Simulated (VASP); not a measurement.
Given:

```xyz
3
Lattice="1.5090 -2.6137 0.0000 1.5090 2.6137 0.0000 0.0000 0.0000 3.1865" Properties=species:S:1:pos:R:3 pbc="T T T"
Ti     0.0000     0.0000    -0.2000
B      1.5090     0.8712     1.5932
B      1.5090    -0.8712     1.5932
```

All values below come from PBEsol GGA, VASP's PBE PAW potentials (set 64) (plane waves; VASP). Run with 600 eV cut-off, 12×12×10 Γ-centred mesh, first-order Methfessel-Paxton smearing of 0.10 eV, potentials Ti_sv B.

### Question
Predict the energy per atom (σ→0), pressure, largest force, band gap (on the k-mesh) with the smallest direct gap where there is one.

### Answer

```json
{
 "band gap (on the k-mesh)": "none (metal, semimetal or under 0.01 eV)",
 "energy per atom (σ→0)": "-8.493 eV/atom",
 "pressure": "5.63 GPa",
 "largest_force": "3.217 eV/Å"
}
```

Total energies compare only between runs with the same potentials, cut-off and functional.

The compound is TiB2 in the AlB2 type structure. This cell was strained or had an atom moved on purpose.
